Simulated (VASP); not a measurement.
A VASP calculation is set up with these files.

KPOINTS:
```
Automatic mesh
0
gamma
2 2 2
0 0 0
```

POSCAR:
```
Be
1
    1.1679000000    -2.0228620000     0.0000000000
    1.1679000000     2.0228620000     0.0000000000
    0.0000000000     0.0000000000     3.6516000000
Be
2
Direct
  0.3333330000   0.6666670000   0.2500000000
  0.6666670000   0.3333330000   0.7500000000
```

INCAR:
```
AEXX = 0.25
ALGO = Normal
EDIFF = 1E-6
ENCUT = 400
GGA = PE
HFSCREEN = 0.2
ISIF = 2
ISMEAR = 1
ISYM = 3
LASPH = .TRUE.
LCHARG = .FALSE.
LHFCALC = .TRUE.
LREAL = .FALSE.
LWAVE = .FALSE.
NELM = 100
PREC = Accurate
PRECFOCK = Fast
SIGMA = 0.1
SYSTEM = Be
```

POTCAR, in this order: Be (PBE.64 set). Program: vasp_std.

Translate this HSE06 calculation to Ansatz.

One equivalent input (not run):
Ansatz 0.2 input:
```yaml
crystal:
  lattice:
    - [1.1679000, -2.0228620, 0.0000000]
    - [1.1679000, 2.0228620, 0.0000000]
    - [0.0000000, 0.0000000, 3.6516000]
  atoms:
    - { symbol: Be, position: [0.3333330, 0.6666670, 0.2500000] }
    - { symbol: Be, position: [0.6666670, 0.3333330, 0.7500000] }
kpoints:
  mp_grid: { grid: [2, 2, 2] }
hamiltonian:
  xc: hse06
  pseudopotentials: { kind: paw }
scf:
  occupations: { method: methfessel_paxton, width: 0.1 }
  max_iter: 100
output: { forces: true, stress: true, eigenvalues: true }
```
The two are equivalent in intent, not identical: each code has its own PAW files, so the cut-off isn't converted (ENCUT is set for VASP's; basis.ecutwfc is left out, and Ansatz then takes the one that its files recommend); Ansatz stops its SCF on the density residual and VASP on the energy change (EDIFF); Ansatz's hse06 screens at 0.11 per bohr (0.208 per Å), slightly more than HFSCREEN = 0.2.

The compound is Be in the hcp structure. The cell was not relaxed at this level. The k-mesh is coarse (spacing up to 1.55 per Å, 2π included), so the numbers may not be converged in it.
